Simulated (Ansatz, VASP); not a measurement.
**BeAu3 in VASP and in Ansatz**

```
CELL_PARAMETERS angstrom
4.06450 0.00000 0.00000
0.00000 4.06450 0.00000
0.00000 0.00000 4.06450
ATOMIC_POSITIONS crystal
Be 0.00000 0.00000 0.00000
Au 0.00000 0.50000 0.50000
Au 0.50000 0.00000 0.50000
Au 0.50000 0.50000 0.00000
```

The cell comes from a database or a generator and needn't be the stable form of this composition.

Alike in both runs: task single point; functional PBE; k mesh 6 × 6 × 6; no spin polarisation.

|  | VASP | Ansatz |
| --- | --- | --- |
| version | VASP 6.6.1 | Ansatz 0.2.0 |
| potentials or method | VASP PAW PBE potentials, release 64 (Be, Au) | plane waves, PAW |
| plane-wave cutoff (eV) | 520 | 500 |
| occupations | methfessel-paxton of order 1, width 0.15 eV | cold, width 0.15 eV |
| valence electrons in the cell | 35 | 59 |

|  | VASP | Ansatz | Ansatz less VASP |
| --- | --- | --- | --- |
| pressure (GPa) | -6.3 | -6.1 | +0.28 |

The two sets of potentials don't hold the same shells in valence.

The runs have no spin-orbit coupling, so splittings on Au are missing.
